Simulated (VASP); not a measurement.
Data:

```yaml
crystal:
  lattice:
    - [0.00000, 2.87395, 2.87395]
    - [2.87395, 0.00000, 2.87395]
    - [2.87395, 2.87395, 0.00000]
  atoms:
    - { symbol: Ga, position: [0.00000, 0.00000, 0.00000] }
    - { symbol: As, position: [0.25000, 0.25000, 0.25000] }
```

These are PBE GGA, VASP's PBE PAW potentials (set 64) (plane waves; VASP) values and carry that method's errors. Numerical set-up: 520 eV cut-off, Gaussian smearing of 0.050 eV, potentials Ga_d As.

Task: Give the energies of bands 7 to 12 at the high-symmetry points, in eV from the valence-band maximum.

Result: 
```
band     Γ      X      U      L      W
----  ----  -----  -----  -----  -----
7     0.00  -6.60  -6.42  -6.38  -6.43
8     0.00  -2.51  -3.61  -1.07  -3.31
9     0.00  -2.51  -2.11  -1.07  -3.12
10    0.15   1.55   1.98   0.86   4.39
11    3.71   1.67   4.52   4.61   4.69
12    3.71   9.77   7.68   4.61   5.25
```

The gap is direct, 0.15 eV, from the valence maximum at Γ to the conduction minimum at Γ.

Measured: gap 1.57 eV (computed value off by -1.42 eV), as given by Wei Chen et al., Physical Review Materials (2018), doi:10.1103/physrevmaterials.2.073803 [zero-point renormalisation of 0.05 eV added back (the table's ZPR column)].

The compound is GaAs in the zinc blende structure. It was relaxed first, which changed the volume by +5 %.
